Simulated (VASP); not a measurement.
Runs of VASP 6.6.1 on OH2. The cell holds a molecule in a box, 3 atoms: a = 12.015 Å, b = 12.515 Å, c = 13.015 Å, α = 90.00°, β = 90.00°, γ = 90.00°. 

```csv
task,level,cell,atoms held fixed (from 0),gap on the mesh (eV),largest force (eV/Å)
single point,RPBE,as given,-,6.08,0.04
single point,PBE,as given,-,6.21,(a)
relaxation of the atoms,PBE+D3(BJ),atoms relaxed,[0],6.21,-
single point,RPBE+D3(BJ),as given,-,6.08,0.04
single point,optB86b-vdW,as given,-,6.03,0.05
```

Alike in all rows: potentials or basis VASP PAW PBE potentials, release 64 (O, H); no spin polarisation; k mesh 1 × 1 × 1; cutoff (eV) 400; smearing gaussian 0.01 eV.

Estimate the missing entries.

(a) 0.01.

Caveats: the PAW data sets were made with another functional, which shifts forces and pressure a little (some runs).

